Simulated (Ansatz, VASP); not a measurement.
# Cross-check of AsPb3N between VASP and Ansatz

One calculation is typed for both programs; each brings its own data sets. How far apart do they land? The cell is generated by rule, not measured, and may not be a known phase. The cell is taken from a series of runs on this material, whose earlier steps may have relaxed, scaled, displaced or heated it; both programs get it as it stands.

Method: plane waves, with VASP 6.6.1 beside it; relaxation of cell and atoms at r2SCAN, in Ansatz 0.2.0.

The structure was built from a prototype and need not be the compound's stable phase.

**1. Set-up**

Symmetry: P4mm, No. 99, tetragonal system. Conventional cell: a = 4.817 Å, b = 4.817 Å, c = 6.811 Å, α = 90.00°, β = 90.00°, γ = 90.00°. Nearest to Pb lie 2 N at 2.49 Å and 2 As at 2.94 Å. Nearest to Pb lie 1 As at 2.67 Å. As has 5 Pb at 2.67 to 2.94 Å nearest. Nearest to N lie 4 Pb at 2.49 Å. Farther neighbours and most contacts between anions are not listed.

Coordinates:

```cif
data_structure
_symmetry_space_group_name_H-M 'P4mm'
_symmetry_Int_Tables_number 99
_cell_length_a 4.8169
_cell_length_b 4.8169
_cell_length_c 6.8107
_cell_angle_alpha 90.000
_cell_angle_beta 90.000
_cell_angle_gamma 90.000
_cell_volume 158.03
loop_
_atom_site_label
_atom_site_type_symbol
_atom_site_symmetry_multiplicity
_atom_site_Wyckoff_symbol
_atom_site_fract_x
_atom_site_fract_y
_atom_site_fract_z
_atom_site_occupancy
Pb1 Pb 2 c 0.50000 0.00000 0.36141 1
Pb2 Pb 1 a 0.00000 0.00000 0.00210 1
As1 As 1 a 0.00000 0.00000 0.60941 1
N1 N 1 b 0.50000 0.50000 0.26896 1
```

**2. Ansatz: relaxation of cell and atoms, r2SCAN**

Ansatz runs on its default PAW (the set named soft_2) files.

The relaxed volume is the usual yardstick between codes: in a stiff, nearly cubic crystal its relative difference is about their pressure difference at one cell divided by the bulk modulus.

input.yaml

```yaml
crystal:
  lattice:
    - [4.8169345944, 0.0, 0.0]
    - [0.0, 4.8169345944, 0.0]
    - [0.0, 0.0, 6.8107442685]
  atoms:
    - { symbol: Pb, position: [0.0, 0.5, 0.3614118289] }
    - { symbol: Pb, position: [0.5, 0.5, 0.0020958912] }
    - { symbol: Pb, position: [0.5, 0.0, 0.3614118289] }
    - { symbol: As, position: [0.5, 0.5, 0.60941029] }
    - { symbol: "N", position: [0.0, 0.0, 0.2689641518] }
kpoints:
  mp_grid: { grid: [8, 8, 6] }
hamiltonian:
  xc: r2scan
scf:
  occupations: { method: methfessel_paxton, width: 0.2 }
output:
  forces: true
  stress: true
  eigenvalues: true
relax:
  adjacent_minimum: "off"
  f_tol: 0.001
  max_steps: 60
  cell: { stress_tol: 0.01 }
```

Run with:

```console
$ ansatz run input.yaml --threads 4 --pin off --max-ram 14336MiB --backend cpu --events-out ev --progress --plain --runs-dir out
```

Numbers of over 12 decimals in the logs are rounded to 6 here.

Output:

```text
Engine: ansatz 0.2.0, aarch64-unknown-linux-gnu
Pseudopotentials: kind: paw
Pseudopotential: Pb, paw, valence charge 14, recommended cutoff 500 eV (meta_gga), Pb.paw.azcp
Pseudopotential: As, paw, valence charge 15, recommended cutoff 500 eV (meta_gga), As.paw.azcp
Pseudopotential: N, paw, valence charge 5, recommended cutoff 500 eV (meta_gga), N.paw.azcp
Functional definition: r2SCAN
  parameter k0 = 0.174
  parameter k1 = 0.065
  parameter a1 = 4.9479
  exchange = r2scan_x(k0 = k0, k1 = k1, a1 = a1)
  correlation = r2scan_c
Crystal: 5 atoms, lattice volume = 158.029 Å³
Basis set: ecut = 500 eV, 4033 PW (Γ), exchange–correlation on 144×144×200 points (64 copies of the dense FFT grid, shifted against one another)
Bands: 38, of which v1, the nominal top of the filled ones, is band 31 counted from 1 (30 counted from 0)
Symmetry: 8 space group operations
Space group: P4mm (ITA 99), of the structure as read, at distance tolerance 5.4e-5 Å
k-points: 60 of 384 (time reversal used)
Non-local potential: Pb, projectors of the file, l = 0: 2, l = 1: 2, l = 2: 2, l = 3: 2
Non-local potential: As, projectors of the file, l = 0: 2, l = 1: 2, l = 2: 3, l = 3: 1
Non-local potential: N, projectors of the file, l = 0: 2, l = 1: 2, l = 2: 1
PAW form: soft (Blöchl's): semilocal exchange-correlation on the pseudo side does not see the compensation charge
PAW frozen core: Pb, regenerated for the run's functional (the file was generated under x = pbe(κ = 0.804, μ = 0.219515), c = pbe(β = 0.066725))
PAW frozen core: As, regenerated for the run's functional (the file was generated under x = pbe(κ = 0.804, μ = 0.219515), c = pbe(β = 0.066725))
PAW frozen core: N, regenerated for the run's functional (the file was generated under x = pbe(κ = 0.804, μ = 0.219515), c = pbe(β = 0.066725))
PAW one-centre angular grid: Pb, 590 points (default); XC on 160 Gauss nodes
PAW one-centre angular grid: As, 590 points (default); XC on 160 Gauss nodes
PAW one-centre angular grid: N, 302 points (default); XC on 160 Gauss nodes
Initial density: superposition of atomic densities (neutral atoms: chi_scale 0, normalization atom), corrected by the library's trained network
Initial wavefunctions: pseudopotential atomic-orbital guess
Functional: x = r2scan, c = r2scan; τ floored in thin density (d = 2e-4 eV/Å³)
SCF iter   1: F=—  HF=-41008.333329 eV  |F-HF|=—  |Δ(HF+E_count)|=         —  Δρ=6.51e-3  dr2=7.24e-2  dr2_τ=2.19e-2  ethr=1.77e-3  ⟨swp⟩=7.1  Hψ=10777  notcnv=0
preconditioner: auto → LDOS  [metal: Δε(μ)=0.025 eV  Ē_g=15.450 eV  σ=0.200 eV  W_gap=0.10  n_scr=36 (ndim 8)  ℏωp=21.3 eV  f_vac=0.174  D(μ)=1.70/eV (n_scr^D=6)  β→1.0]
SCF iter   2: F=—  HF=-41008.366654 eV  |F-HF|=—  |Δ(HF+E_count)|=   3.33e-2  S|Δr|=    0.00e0  Δρ=3.81e-3  dr2=3.71e-2  dr2_τ=5.81e-4  ethr=1.17e-4  ⟨swp⟩=2.0  Hψ=4968  notcnv=0  defer=69
SCF iter   3: F=—  HF=-41008.354667 eV  |F-HF|=—  |Δ(HF+E_count)|=   1.20e-2  S|Δr|=    0.00e0  Δρ=7.49e-4  dr2=1.92e-3  dr2_τ=2.74e-4  ethr=5.98e-5  ⟨swp⟩=2.0  Hψ=4066  notcnv=0  defer=69
SCF iter   4: F=—  HF=-41008.354547 eV  |F-HF|=—  |Δ(HF+E_count)|=   1.20e-4  S|Δr|=    0.00e0  Δρ=3.48e-4  dr2=3.77e-4  dr2_τ=9.23e-6  ethr=3.10e-6  ⟨swp⟩=2.0  Hψ=4076  notcnv=0  defer=69
SCF iter   5: F=—  HF=-41008.354520 eV  |F-HF|=—  |Δ(HF+E_count)|=   2.71e-5  S|Δr|=    0.00e0  Δρ=8.17e-5  dr2=1.18e-5  dr2_τ=5.88e-7  ethr=6.07e-7  ⟨swp⟩=3.0  Hψ=3984  notcnv=0  defer=69
SCF iter   6: F=—  HF=-41008.354526 eV  |F-HF|=—  |Δ(HF+E_count)|=   6.49e-6  S|Δr|=    0.00e0  Δρ=3.00e-5  dr2=2.30e-6  dr2_τ=9.01e-8  ethr=1.90e-8  ⟨swp⟩=2.0  Hψ=4098  notcnv=0  defer=60
SCF iter   7: F=—  HF=-41008.354527 eV  |F-HF|=—  |Δ(HF+E_count)|=   8.14e-7  S|Δr|=    0.00e0  Δρ=8.49e-6  dr2=1.44e-7  dr2_τ=4.52e-9  ethr=3.71e-9  ⟨swp⟩=2.0  Hψ=4076  notcnv=0  defer=58
SCF iter   8: F=-41008.354528 eV  HF=-41008.354528 eV  |F-HF|=4.60e-9  |Δ(HF+E_count)|=   2.63e-7  S|Δr|=    0.00e0  Δρ=2.52e-6  dr2=1.42e-8  dr2_τ=4.16e-10  ethr=1.61e-10  ⟨swp⟩=11.0  Hψ=11348  notcnv=0
SCF 1 converged in 8 iterations: F = -41008.354528 eV  dr2 = 1.42e-8
  greatest PAW one-centre occupation: 0.999 electrons in one spin orbital (limit 2), on the As atom at site 3 (counted from 0), in its partial waves of l = 2
relax step   1: F+E_penalty+E_count = -41008.35452754 eV  Δ(F+E_penalty+E_count) = +0.000e0 eV  max|allowed force component| = 1.631e-2 eV/Å  Δτ_max = 0.0000 Å  P = -0.029 GPa  Ω = 158.029 Å³  (8 SCF iters, dr2 threshold 1.00e-7 eV, accepted)
[...]
relax step   5: F+E_penalty+E_count = -41008.35496112 eV  Δ(F+E_penalty+E_count) = -2.732e-6 eV  max|allowed force component| = 3.168e-3 eV/Å  Δτ_max = 0.0002 Å  P = -0.002 GPa  Ω = 157.880 Å³  energy of the carried Pulay correction = +9.141e-6 eV  (5 SCF iters, dr2 threshold 1.11e-9 eV, accepted)
[...]
relax step   6: F+E_penalty+E_count = -41008.35496253 eV  Δ(F+E_penalty+E_count) = -1.402e-6 eV  max|allowed force component| = 7.386e-5 eV/Å  Δτ_max = 0.0003 Å  P = +0.000 GPa  Ω = 157.871 Å³  energy of the carried Pulay correction = +9.669e-6 eV  (5 SCF iters, dr2 threshold 6.27e-10 eV, accepted)
[...]
relax step   7: F+E_penalty+E_count = -41008.35495414 eV  Δ(F+E_penalty+E_count) = +8.383e-6 eV  max|allowed force component| = 7.617e-5 eV/Å  Δτ_max = 0.0000 Å  P = +0.000 GPa  Ω = 157.871 Å³  stress off target by 2.90e-4 GPa  SCF on the basis re-selected at this cell (its energy is not comparable with the rows above)  (5 SCF iters)
basis re-selected at this cell: Δ(F+E_penalty+E_count) = +8.383e-6 eV, ΔP = -0.000 GPa vs the last step (what re-selecting the basis moved, of the pressure what is left beyond the Pulay correction that the steps carried, after the strain that the cell walked since its last selection, with what the two solves' SCF thresholds leave and, on support functions, any second-order correction that the steps lacked; it is no m [...]
SCF converged after 5 iterations
Stability not checked: this state was not tested for a lower state beside it, because cold or Methfessel-Paxton smearing, or corrected tetrahedra, fill the levels in a way that the test cannot read (fill_not_monotonic; see scf.lower_state_search)
Free energy (F): -41008.354954 eV
Harris-Foulkes:  -41008.354954 eV  (|F-HF|=2.18e-11)
Internal energy: -41008.359785 eV  (E = F + TS)
E sigma→0 (E₀):  -41008.356162 eV
Entropy (-TS):   0.004831 eV (0.966 meV/atom)
Fermi energy:    6.874908 eV
--- Per-component energies (eV) ---
  E_band       = -594.273946
  E_kinetic    = 1090.792631
  E_local      = -7024.455270  (includes V_loc(G=0)·N_el)
  E_nonlocal   = 428.559280
  E_hartree    = 3149.012663
  E_xc         = -754.336358
  E_vxc        = -599.170225  (∫ρ·V_xc dr)
  E_paw        = -33277.560024  (= ΣΔE_a)
  E_vpaw       = -829.572875  (= ΣTr[D̂ρ^β])
  E_aug_tail   = 0.000065  (compensation charges beyond the density's cutoff)
  E_vtau       = 41.547136  (kinetic-family band-sum trace: ∫τ·v_τ [+ j·A + Jᵃ·Aᵃ] dr)
  E_ewald      = -4621.782307
  E_core_change = 1.409535  (= ΣΔE_core)
  E_smearing   = 0.004831  (= −TS)
  E_closure    = -0.000000  (closes the sum)
  Σ components = -41008.354954   (vs F -41008.354954, Δ=0.00e0)
--- Forces (eV/Å), atoms counted from 1 ---
  atom   1  Pb    -0.00000000     0.00000000    -0.00007494
  atom   2  Pb     0.00000000     0.00000000     0.00007215
  atom   3  Pb     0.00000000    -0.00000000    -0.00007494
  atom   4  As    -0.00000000     0.00000000     0.00005538
  atom   5  N      0.00000000     0.00000000     0.00002847
  max |Σ_I F_I| component: 6.12e-6 eV/Å
--- Stress (GPa, compression-positive) ---
        0.000290       0.000000       0.000000
        0.000000       0.000290      -0.000000
        0.000000      -0.000000       0.000082
  P = ⅓ Tr σ = 0.0002 GPa (0.002 kbar)
--- Band table (eV; the first three rows and the last of 60) ---
  k-point 0: bands = [... 27 lower, 4.9453, 5.1880, 5.1880, 6.5262, 8.3931, 8.3931, 8.6423, 8.8587, ... 3 higher]
  k-point 1: bands = [... 27 lower, 4.8158, 5.1877, 5.1877, 6.3412, 8.0736, 8.0736, 8.5852, 8.7855, ... 3 higher]
  k-point 2: bands = [... 27 lower, 4.4078, 5.1868, 5.1868, 6.0151, 7.6403, 7.6403, 8.5974, 8.6533, ... 3 higher]
  k-point 59: bands = [... 27 lower, 4.6285, 5.0364, 6.1963, 7.1157, 7.1157, 8.8533, 8.8785, 8.8785, ... 3 higher]
--- Relaxed structure (6 steps of the walk, 6 accepted, 1 SCFs on fresh bases) ---
  F+E_penalty+E_count = -41008.35495414 eV   max|allowed force component| = 7.617e-5 eV/Å   (the final SCF, on the basis selected at the relaxed cell)
  cell:  # Å, volume = 157.8713 Å³
    - [4.824967, 0, 0]
    - [0, 4.824967, 0.0]
    - [0, 0.0, 6.781325]
  atoms:
    - { symbol: Pb, position: [0, 0.5, 0.361293] }
    - { symbol: Pb, position: [0.5, 0.5, 0.00248375] }
    - { symbol: Pb, position: [0.5, 0, 0.361293] }
    - { symbol: As, position: [0.5, 0.5, 0.608711] }
    - { symbol: N, position: [0, 0, 0.269513] }
```

Reading the cycles: dr2 is the Hartree energy of the density residual (eV), the measure of convergence; HF is the Harris–Foulkes estimate of the energy, which meets the free energy F at convergence.

[end of part 1 of 2]

[Lines on the potential files, build, host, timing and source positions are cut from VASP's logs without a mark.]

[Logs are printed without paths, hosts, clocks, repeated set-up lines and the standing remarks that a program may print on its own settings, such as how far it seeks lower states.]

[Hosts, paths, dates, database ids (printed as entryN), source tags and the programs' standing remarks are cut or masked in the printed files.]
